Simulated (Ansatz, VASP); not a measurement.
# Cross-check of Ge (Germanium) between VASP and Ansatz, part 2 of 2

Wanted: the spread between two codes on one cell, functional and k mesh. The cell is taken from a series of runs on this material, whose earlier steps may have relaxed, scaled, displaced or heated it; both programs get it as it stands.

VASP 6.6.1 and Ansatz 0.2.0.

So far: The starting structure; VASP: zone-centre phonons, LDA.

## Step 2: VASP: zone-centre phonons, LDA (continued)

Level of this step: LDA; plane waves and PAW (Ge_d) (VASP).

Numbers of over 12 decimals in the logs are rounded to 6 here.

Parts of OUTCAR (step 2):

```text
ion  position               nearest neighbor table
   1  0.501  0.501  0.499-   2 2.43   2 2.43   2 2.44   2 2.44
   2  0.749  0.749  0.751-   1 2.43   1 2.43   1 2.44   1 2.44

  LATTYP: Found a body centered orthorhombic cell.
 ALAT       =     3.9748181016
 B/A-ratio  =     1.0100437829
 C/A-ratio  =     1.4087629470

 Subroutine GETGRP returns: Found  4 space group operations
 (whereof  2 operations were pure point group operations)

The static configuration has the point symmetry C_1h.
 The point group associated with its full space group is C_2h.

   k-points           NKPTS =   1728   k-points in BZ     NKDIM =   1728   number of bands    NBANDS=     20

   dimension x,y,z NGX =    30 NGY =   30 NGZ =   30
   dimension x,y,z NGXF=    60 NGYF=   60 NGZF=   60

   ENCUT  =  500.0 eV  36.75 Ry    6.06 a.u.   7.25  7.25  7.32*2*pi/ulx,y,z

   NELECT =      28.0000    total number of electrons

 k-points in reciprocal lattice and weights: Points of the shifted mesh
   0.04166667  0.04166667  0.04166667       0.001
   0.04166667  0.04166667  0.12500000       0.001
   0.04166667  0.04166667  0.20833333       0.001
   0.04166667  0.04166667  0.29166667       0.001
   0.04166667  0.04166667  0.37500000       0.001
   0.04166667  0.04166667  0.45833333       0.001
   0.04166667  0.04166667  0.54166667       0.001
   0.04166667  0.04166667  0.62500000       0.001
   0.04166667  0.04166667  0.70833333       0.001
[...]
0.95833333  0.95833333  0.87500000       0.001
   0.95833333  0.95833333  0.95833333       0.001

 average (electrostatic) potential at core
       1 -75.2921       2 -75.2921

  Total       -0.1609579     -0.1609579      0.0205200     -0.1792911     -0.0024872     -0.0024871
  in kB       -5.7719554     -5.7719554      0.7358495     -6.4293862     -0.0891899     -0.0891871
  external PRESSURE =      -3.6026871 kB  Pullay stress =       0.0000000 kB

  energy-cutoff  :      500.00
  volume of cell :       44.68
      direct lattice vectors                 reciprocal lattice vectors
     0.014114633  2.824735466  2.799788231    -0.177896639  0.177896639  0.178584935
     2.824735466  0.014114633  2.799788231     0.177896639 -0.177896639  0.178584935
     2.838850099  2.838850099  0.000000000     0.176127651  0.176127651 -0.178584935

 POSITION                                       TOTAL-FORCE (eV/Angst)
 -----------------------------------------------------------------------------------
      2.83869      2.83869      2.80327         0.000207      0.000207      0.001325
      4.25844      4.25844      4.19620        -0.000207     -0.000207     -0.001325
 -----------------------------------------------------------------------------------
    total drift:                               -0.000000     -0.000000     -0.000000

 Eigenvectors and eigenvalues of the dynamical matrix
 ----------------------------------------------------

   1 f  =    8.853275 THz    55.626770 2PiTHz  295.313482 cm-1    36.614189 meV
             X         Y         Z           dx          dy          dz
      2.838687  2.838687  2.803270     0.500000   -0.500000    0.000000
      4.258438  4.258438  4.196200    -0.500000    0.500000   -0.000000

   2 f  =    8.803422 THz    55.313534 2PiTHz  293.650563 cm-1    36.408013 meV
             X         Y         Z           dx          dy          dz
      2.838687  2.838687  2.803270     0.002819    0.002819    0.707096
      4.258438  4.258438  4.196200    -0.002819   -0.002819   -0.707096

   3 f  =    8.757850 THz    55.027196 2PiTHz  292.130441 cm-1    36.219542 meV
             X         Y         Z           dx          dy          dz
      2.838687  2.838687  2.803270     0.499992    0.499992   -0.003986
      4.258438  4.258438  4.196200    -0.499992   -0.499992    0.003986

   4 f  =    0.000000 THz     0.000001 2PiTHz    0.000006 cm-1     0.000001 meV
             X         Y         Z           dx          dy          dz
      2.838687  2.838687  2.803270    -0.011269   -0.042290    0.705751
      4.258438  4.258438  4.196200    -0.011269   -0.042290    0.705751

   5 f  =    0.000000 THz     0.000001 2PiTHz    0.000004 cm-1     0.000000 meV
             X         Y         Z           dx          dy          dz
      2.838687  2.838687  2.803270     0.633509    0.312783    0.028858
      4.258438  4.258438  4.196200     0.633509    0.312783    0.028858

   6 f/i=    0.000000 THz     0.000000 2PiTHz    0.000002 cm-1     0.000000 meV
             X         Y         Z           dx          dy          dz
      2.838687  2.838687  2.803270     0.313909   -0.632755   -0.032903
      4.258438  4.258438  4.196200     0.313909   -0.632755   -0.032903

 ELASTIC MODULI CONTR FROM IONIC RELAXATION (kBar)
 Direction    XX          YY          ZZ          XY          YZ          ZX
 --------------------------------------------------------------------------------
 XX          -0.0941     -0.0863     -0.2123      4.4388      1.5302      0.6769
 YY          -0.0863     -0.0941     -0.2123      4.2067      0.2561      2.1827
 ZZ          -0.2123     -0.2123     -0.5501     11.4546     -0.3986      1.4695
 XY           4.4388      4.2067     11.4546   -243.1138      1.7048      1.9589
 YZ           1.5302      0.2561     -0.3986      1.7048   -237.0619     14.4638
 ZX           0.6769      2.1827      1.4695      1.9589     14.4638   -239.3224
 --------------------------------------------------------------------------------
```

## Step 3: Ansatz: zone-centre phonons, LDA

Ansatz runs on its PAW soft_1 files.

The same cell, functional (in two slightly different forms), mesh and smearing now go to Ansatz, which takes its cutoff from its data sets.

File input.yaml:

```yaml
crystal:
  lattice:
    - [0.0141146327, 2.8247354663, 2.7997882313]
    - [2.8247354663, 0.0141146327, 2.7997882313]
    - [2.838850099, 2.838850099, 0.0]
  atoms:
    - { symbol: Ge, position: [0.5006218684, 0.5006218684, 0.4993206514] }
    - { symbol: Ge, position: [0.7493781316, 0.7493781316, 0.7506793486] }
kpoints:
  mp_grid: { grid: [12, 12, 12], shift: [0.5, 0.5, 0.5] }
hamiltonian:
  xc: lda
  pseudopotentials: { kind: paw, azcp: { folder: soft_1 }, xc_functional: pbe }
scf:
  occupations: { method: gaussian, width: 0.015 }
output:
  eigenvalues: true
phonons:
  method: dfpt
```

Started as:

```console
$ ansatz run input.yaml --threads 4 --pin off --max-ram 10240MiB --backend cpu --events-out ev --progress --plain --runs-dir out
```

What it wrote:

```text
Engine: ansatz 0.2.0, x86_64-unknown-linux-gnu
Pseudopotentials: kind: paw
Pseudopotential: Ge, paw, valence charge 14, recommended cutoff 420 eV (normal), soft_1/Ge.paw.azcp
Functional definition: SPW92
  exchange = slater_x
  correlation = pw_c
Crystal: 2 atoms, lattice volume = 44.679 Å³
Basis set: ecut = 420 eV, 885 PW (Γ), exchange–correlation on 64×64×64 points (8 copies of the dense FFT grid, shifted against one another)
Bands: 18, of which v1, the nominal top of the filled ones, is band 14 counted from 1 (13 counted from 0)
Symmetry: 4 space group operations
k-points: 864 of 1728 (irreducible under 1 space group operation, time reversal used)
Non-local potential: Ge, projectors of the file, l = 0: 2, l = 1: 2, l = 2: 3, l = 3: 1
PAW form: soft (Blöchl's): semilocal exchange-correlation on the pseudo side does not see the compensation charge
PAW frozen core: Ge, regenerated for the run's functional, and the local potential with it (the file was generated under x = pbe(κ = 0.804, μ = 0.219515), c = pbe(β = 0.066725))
PAW one-centre angular grid: Ge, 590 points (default); XC on 64 Gauss nodes
Initial density: superposition of atomic densities (chi_scale 0.1, normalization cell)
Initial wavefunctions: pseudopotential atomic-orbital guess
Functional: x = slater, c = lda
SCF iter   1: F=—  HF=-8431.588817 eV  |F-HF|=—  |Δ(HF+E_count)|=         —  Δρ=3.51e-2  dr2=5.04e-1  ethr=3.10e-3  ⟨swp⟩=6.0  Hψ=72492  notcnv=0
preconditioner: auto → none  [insulator: Δε(μ)=0.319 eV  Ē_g=23.460 eV  σ=0.015 eV  W_gap=1.00  n_scr=14 (ndim 8)  ℏωp=29.4 eV  f_vac=0.000  D(μ)=0.00/eV (n_scr^D=0)  ε∞_Penn≈2.6]
SCF iter   2: F=—  HF=-8431.468310 eV  |F-HF|=—  |Δ(HF+E_count)|=   1.21e-1  Δρ=1.60e-2  dr2=8.31e-2  ethr=1.80e-3  ⟨swp⟩=2.0  Hψ=25918  notcnv=0
SCF iter   3: F=—  HF=-8431.453370 eV  |F-HF|=—  |Δ(HF+E_count)|=   1.49e-2  Δρ=2.28e-3  dr2=5.96e-4  ethr=2.97e-4  ⟨swp⟩=2.0  Hψ=22515  notcnv=0
SCF iter   4: F=—  HF=-8431.453533 eV  |F-HF|=—  |Δ(HF+E_count)|=   1.63e-4  Δρ=4.85e-4  dr2=8.64e-5  ethr=2.13e-6  ⟨swp⟩=2.0  Hψ=31086  notcnv=0
SCF iter   5: F=—  HF=-8431.453307 eV  |F-HF|=—  |Δ(HF+E_count)|=   2.25e-4  Δρ=5.32e-5  dr2=8.60e-7  ethr=3.09e-7  ⟨swp⟩=2.0  Hψ=30533  notcnv=0
SCF iter   6: F=—  HF=-8431.453304 eV  |F-HF|=—  |Δ(HF+E_count)|=   3.31e-6  Δρ=3.67e-5  dr2=3.21e-7  ethr=3.07e-9  ⟨swp⟩=2.0  Hψ=27648  notcnv=0
SCF iter   7: F=—  HF=-8431.453304 eV  |F-HF|=—  |Δ(HF+E_count)|=   2.64e-7  Δρ=6.12e-6  dr2=7.95e-9  ethr=1.15e-9  ⟨swp⟩=2.0  Hψ=26216  notcnv=0
SCF iter   8: F=—  HF=-8431.453304 eV  |F-HF|=—  |Δ(HF+E_count)|=   7.88e-9  Δρ=7.18e-7  dr2=9.15e-11  ethr=2.84e-11  ⟨swp⟩=2.0  Hψ=27423  notcnv=0
SCF iter   9: F=-8431.453304 eV  HF=-8431.453304 eV  |F-HF|=7.28e-12  |Δ(HF+E_count)|=  5.46e-11  Δρ=1.12e-7  dr2=2.51e-12  ethr=1.00e-12  ⟨swp⟩=5.2  Hψ=67634  notcnv=0
SCF 1 converged in 9 iterations: F = -8431.453304 eV  dr2 = 2.51e-12
  greatest PAW one-centre occupation: 0.998 electrons in one spin orbital (limit 2), on the Ge atom at site 1 (counted from 0), in its partial waves of l = 2
DFPT response loops at Γ: preconditioner auto → none (the input reference at scf.mixing.eps_inf says where Resta's filter doesn't serve); β = 0.50; Broyden in place of MSR1
SCF converged after 9 iterations
Free energy (F): -8431.453304 eV
Harris-Foulkes:  -8431.453304 eV  (|F-HF|=7.28e-12)
Internal energy: -8431.453304 eV  (E = F + TS)
E sigma→0 (E₀):  -8431.453304 eV
Fermi energy:    8.467196 eV
--- Per-component energies (eV) ---
  E_band       = -306.994179
  E_kinetic    = 186.980166
  E_local      = -4492.213936  (includes V_loc(G=0)·N_el)
  E_nonlocal   = 442.020698
  E_hartree    = 2139.256427
  E_xc         = -143.106944
  E_vxc        = -131.614686  (∫ρ·V_xc dr)
  E_paw        = -3869.070854  (= ΣΔE_a)
  E_vpaw       = -590.679400  (= ΣTr[D̂ρ^β])
  E_aug_tail   = 0.000034  (compensation charges beyond the density's cutoff)
  E_ewald      = -2699.135547
  E_core_change = 3.816653  (= ΣΔE_core)
  E_smearing   = -0.000000  (= −TS)
  E_closure    = 0.000000  (closes the sum)
  Σ components = -8431.453304   (vs F -8431.453304, Δ=0.00e0)
--- Band table (eV; the first three rows and the last of 864) ---
  k-point 0: bands = [... 10 lower, -4.4884, 7.5998, 8.3683, 8.3768, 8.9767, 10.9698, 10.9894, 11.0650]
  k-point 1: bands = [... 10 lower, -4.3761, 6.4050, 7.8906, 8.2964, 9.5881, 11.1836, 11.2249, 11.6499]
  k-point 2: bands = [... 10 lower, -4.0981, 4.8466, 7.4374, 7.9671, 9.5264, 11.5965, 11.8328, 12.7985]
  k-point 863: bands = [... 10 lower, -2.3584, 0.7221, 6.6682, 6.9429, 8.7071, 12.0197, 12.2280, 15.4630]
--- Phonons (Γ-DFPT): 2 representative perturbations + reference, on 864 of 1728 k-points (Σ response iterations 6) ---
  k mesh reduced under 1 symmetry operation, with k and −k counted as one. Each operation leaves every solved perturbation unchanged. A smaller set is not used because it would not reduce the number of displacements times k-points to solve
  ASR residual: 2.393e-5 → 0.000e0 eV/Å²; symmetrization residual: 3.013e-6 eV/Å²
  ASR residual per site (eV/Å²): 2.39e-5 2.39e-5
  Γ frequencies (cm⁻¹): 0.00 0.00 0.00 290.53 291.63 293.54
  non-analytic LO–TO correction: not included (Born effective charges unavailable; polar crystals: no LO–TO splitting at Γ)
```

Reading the cycles: dr2 is the Hartree energy of the density residual (eV), the measure of convergence; HF is the Harris–Foulkes estimate of the energy, which meets the free energy F at convergence.

## Step 4: Differences

Known differences besides the potentials themselves: the two LDA forms differ slightly; the cutoff is 420 eV in Ansatz and 500 eV in VASP; VASP's log shows a relativistic correction to its local exchange, Ansatz's none. Total energies have different zeros and are not compared.

Compared:

| quantity | Ansatz | VASP | difference |
| --- | --- | --- | --- |
| optical mode 1 (cm⁻¹) | 290.5 | 292.1 | -0.55 % |
| optical mode 2 (cm⁻¹) | 291.6 | 293.7 | -0.69 % |
| optical mode 3 (cm⁻¹) | 293.5 | 295.3 | -0.60 % |

Modes are paired by rising frequency, not by their patterns, so a pair may set unlike modes beside each other; they are those without the splitting of longitudinal modes.

## Step 5: Summary of results

```yaml
r_m_s_difference_of_the_optical_zone_centre_modes_each_program_s_sorted_by_frequency_zone_centre_phonons_lda: 1.8 cm⁻¹
difference_in_optical_mode_2_zone_centre_phonons_lda: -0.7 %
```

The r.m.s. difference of the optical zone-centre modes, each program's sorted by frequency is 1.8 cm⁻¹ (zone-centre phonons, LDA). Among the rows given in per cent, the largest difference of the zone-centre phonons, LDA pair is in optical mode 2, -0.7 %. Such differences can come from data sets, numerical settings and the points named under the comparisons, not from the functional's error against experiment.

[Lines on the potential files, build, host, timing and source positions are cut from VASP's logs without a mark.]

[Logs are printed without paths, hosts, clocks, repeated set-up lines and the standing remarks that a program may print on its own settings, such as how far it seeks lower states.]

[Hosts, paths, dates, database ids (printed as entryN), source tags and the programs' standing remarks are cut or masked in the printed files.]
